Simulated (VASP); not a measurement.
A VASP calculation is set up with these files.

### POSCAR
```
SiS2
1
   -2.8867640000     4.9310740000     2.7860070000
    2.8867640000    -4.9310740000     2.7860070000
    2.8867640000     4.9310740000    -2.7860070000
Si S
2 4
Direct
  0.7500000000   0.7500000000   0.0000000000
  0.2500000000   0.2500000000   0.0000000000
  0.8847500000   0.7985600000   0.6833100000
  0.1152500000   0.2014400000   0.3166900000
  0.6152500000   0.2985600000   0.9138100000
  0.3847500000   0.7014400000   0.0861900000
```

### KPOINTS
```
Automatic mesh
0
Gamma
7 7 7
0 0 0
```

**INCAR**
```
ALGO  =  Normal
EDIFF  =  1E-6
ENCUT  =  300
GGA  =  RE
ISIF  =  2
ISMEAR  =  0
LASPH  =  .TRUE.
LCHARG  =  .FALSE.
LREAL  =  .FALSE.
LWAVE  =  .FALSE.
NELM  =  100
PREC  =  Accurate
SIGMA  =  0.01
SYSTEM  =  SiS2
```

POTCAR, in this order: Si S (PBE.64 set). Program: vasp_std.

Question: Translate this revPBE calculation to Ansatz.

Answer: One equivalent input (not run):
Ansatz 0.2 input:
```yaml
crystal:
  lattice:
    - [-2.8867640, 4.9310740, 2.7860070]
    - [2.8867640, -4.9310740, 2.7860070]
    - [2.8867640, 4.9310740, -2.7860070]
  atoms:
    - { symbol: Si, position: [0.7500000, 0.7500000, 0.0000000] }
    - { symbol: Si, position: [0.2500000, 0.2500000, 0.0000000] }
    - { symbol: S, position: [0.8847500, 0.7985600, 0.6833100] }
    - { symbol: S, position: [0.1152500, 0.2014400, 0.3166900] }
    - { symbol: S, position: [0.6152500, 0.2985600, 0.9138100] }
    - { symbol: S, position: [0.3847500, 0.7014400, 0.0861900] }
kpoints:
  mp_grid: { grid: [7, 7, 7] }
hamiltonian:
  xc: revpbe
  pseudopotentials: { kind: paw }
scf:
  occupations: { method: gaussian, width: 0.01 }
  max_iter: 100
output: { forces: true, stress: true, eigenvalues: true }
```
The two are equivalent in intent, not identical: each code has its own PAW files, so the cut-off isn't converted (ENCUT is set for VASP's; basis.ecutwfc is left out, and Ansatz then takes the one that its files recommend); Ansatz stops its SCF on the density residual and VASP on the energy change (EDIFF).

The structure comes from a computed database's SiS2 entry; how it stands against other phases isn't given here. The cell was not relaxed at this level.
